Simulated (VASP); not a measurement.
Runs of VASP 6.6.1 on Rh. It takes space group Fm-3m (No. 225, cubic). Conventional cell: a = 3.806 Å, b = 3.806 Å, c = 3.806 Å, α = 90.00°, β = 90.00°, γ = 90.00°. Around Rh (site symmetry m-3m) lie 12 Rh at 2.69 Å. 

```tsv
task	level	potentials or basis	cell	k mesh	cutoff (eV)	mesh quality	gap on the mesh (eV)	pressure (GPa)	relaxed volume (Å³/atom)
relaxation of cell and atoms	PBE+D3(BJ)	VASP PAW PBE potentials, release 64 (Rh_pv)	relaxed	18 × 18 × 18	600	not flagged	none	0.0	(c)
single point	PBEsol	VASP PAW PBE potentials, release 64 (Rh_pv)	as given	18 × 18 × 18	520	not flagged	none	-6.0	-
relaxation of cell and atoms	PBEsol	VASP PAW PBE potentials, release 64 (Rh_pv)	relaxed	6 × 6 × 6	600	coarse	none	0.0	(a)
relaxation of cell and atoms	PBEsol	VASP PAW PBE potentials, release 64 (Rh_pv)	relaxed	18 × 18 × 18	300	not flagged	none	0.0	13.47
relaxation of cell and atoms	PBEsol	VASP PAW PBE potentials, release 64 (Rh_pv)	relaxed	18 × 18 × 18	480	not flagged	none	0.0	13.50
relaxation of cell and atoms	PBE	VASP PAW PBE potentials, release 64 (Rh_pv)	relaxed	18 × 18 × 18	600	not flagged	none	0.0	14.04
relaxation of cell and atoms	LDA	VASP PAW LDA potentials, release 64 (Rh_pv)	relaxed	18 × 18 × 18	600	not flagged	none	0.0	13.26
relaxation of cell and atoms	RPBE	VASP PAW PBE potentials, release 64 (Rh_pv)	relaxed	18 × 18 × 18	600	not flagged	none	-0.1	14.31
relaxation of cell and atoms	PBEsol	VASP PAW PBE potentials, release 64 (Rh)	relaxed	18 × 18 × 18	580	not flagged	none	0.0	13.45
relaxation of cell and atoms	PBEsol	VASP PAW PBE potentials, release 64 (Rh_pv)	relaxed	18 × 18 × 18	600	not flagged	none	0.0	(b)
```

Alike in all rows: no spin polarisation; smearing gaussian 0.1 eV.

Task: Fill in the values left out.

Result: (a) 13.56; (b) 13.49; (c) 13.64.

Caveats: some runs use coarse meshes; the PAW data sets were made with another functional, which shifts forces and pressure a little (some runs); pairwise dispersion overbinds metals, which lowers pressure and volume (some runs); the cutoff is under 1.25 times the usual one of these potentials, so pressure, stress and relaxed cells hold a basis-set (Pulay) error (some runs).

A k mesh can miss the band edges, and the runs leave out spin-orbit coupling on Rh.

A gap of «none» marks a metal or a gap under the smearing width.

The runs don't all hold the same shells in valence.
